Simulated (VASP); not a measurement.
Output of a VASP run:

**OSZICAR**
```
       N       E                     dE             d eps       ncg     rms          rms(c)
DAV:   1     0.517075770487E+01    0.51708E+01   -0.13958E+03   864   0.433E+02
DAV:   2    -0.414720929252E+01   -0.93180E+01   -0.88747E+01  1200   0.656E+01
DAV:   3    -0.429949762216E+01   -0.15229E+00   -0.15206E+00  1008   0.896E+00
DAV:   4    -0.430012760387E+01   -0.62998E-03   -0.62997E-03  1182   0.744E-01
DAV:   5    -0.430013003822E+01   -0.24344E-05   -0.24346E-05  1068   0.350E-02    0.172E+00
DAV:   6    -0.429557440836E+01    0.45556E-02   -0.20371E-03  1038   0.283E-01    0.980E-01
DAV:   7    -0.429306734362E+01    0.25071E-02   -0.40473E-03   924   0.397E-01    0.374E-02
DAV:   8    -0.429306081922E+01    0.65244E-05   -0.34358E-05  1110   0.610E-02    0.761E-03
DAV:   9    -0.429306080043E+01    0.18787E-07   -0.35824E-07   972   0.638E-03
   1 F= -.42930608E+01 E0= -.42926048E+01  d E =-.429306E+01
```

**OUTCAR**
```
------------------------ aborting loop because EDIFF is reached ----------------------------------------
  FORCE on cell =-STRESS in cart. coord.  units (eV):
  Direction    XX          YY          ZZ          XY          YZ          ZX
  --------------------------------------------------------------------------------------
  Total        0.0061640      0.0061640      0.0061640      0.0000000      0.0000000      0.0000000
  in kB        0.3762165      0.3762165      0.3762165      0.0000000      0.0000000      0.0000000
  external PRESSURE =       0.3762165 kB  Pullay stress =       0.0000000 kB
  volume of cell :       26.25
      direct lattice vectors                 reciprocal lattice vectors
     0.000000000  2.358852922  2.358852922    -0.211967434  0.211967434  0.211967434
     2.358852922  0.000000000  2.358852922     0.211967434 -0.211967434  0.211967434
     2.358852922  2.358852922  0.000000000     0.211967434  0.211967434 -0.211967434
 POSITION                                       TOTAL-FORCE (eV/Angst)
 -----------------------------------------------------------------------------------
      0.00000      0.00000      0.00000         0.000000      0.000000      0.000000
 -----------------------------------------------------------------------------------
    total drift:                               -0.000000      0.000000      0.000000
  FREE ENERGIE OF THE ION-ELECTRON SYSTEM (eV)
  ---------------------------------------------------
  free  energy   TOTEN  =        -4.2930608004 eV

  energy  without entropy=       -4.2916927945  energy(sigma->0) =       -4.29260480

 reached required accuracy - stopping structural energy minimisation
```
(Selected blocks of OUTCAR.)

File POSCAR:
```
Sb
1
   -0.0000000000     2.3588529223     2.3588529223
    2.3588529223     0.0000000000     2.3588529223
    2.3588529223     2.3588529223    -0.0000000000
Sb
1
Direct
  0.0000000000   0.0000000000   0.0000000000
```

Q: Write an INCAR and KPOINTS that could have produced this output.

A: Several could match; the one computed here: the input of the run itself, PBEsol GGA, plane waves, VASP's PBE PAW potentials (set 64).

KPOINTS:
```
Automatic mesh
0
Gamma
12 12 12
0 0 0
```

### INCAR
```
# general
SYSTEM =Sb
PREC   =Accurate
ENCUT  =400
LREAL  =.FALSE.
LASPH  =.TRUE.   # aspherical one-centre terms

# electronic loop
EDIFF  =1E-6   # SCF stop (eV)
NELM   =100
ALGO   =Normal   # blocked Davidson
LMAXMIX=4   # l cut-off of mixed one-centre charges

# smearing
ISMEAR =1   # Methfessel-Paxton
SIGMA  =0.1   # width (eV)

# functional
GGA    =PS   # PBEsol

# ions
IBRION =2
NSW    =60
ISIF   =3   # ions, shape and volume
EDIFFG =-0.01

# output
LWAVE  =.FALSE.
LCHARG =.FALSE.
```

POTCAR, in this order: Sb (PBE.64 set). Program: vasp_std.

The structure comes from a measured Sb entry (Fm-3m) of the Crystallography Open Database, whose conditions weren't checked. It was relaxed first, which changed the volume by +7 %. The start is the result of an earlier pass.
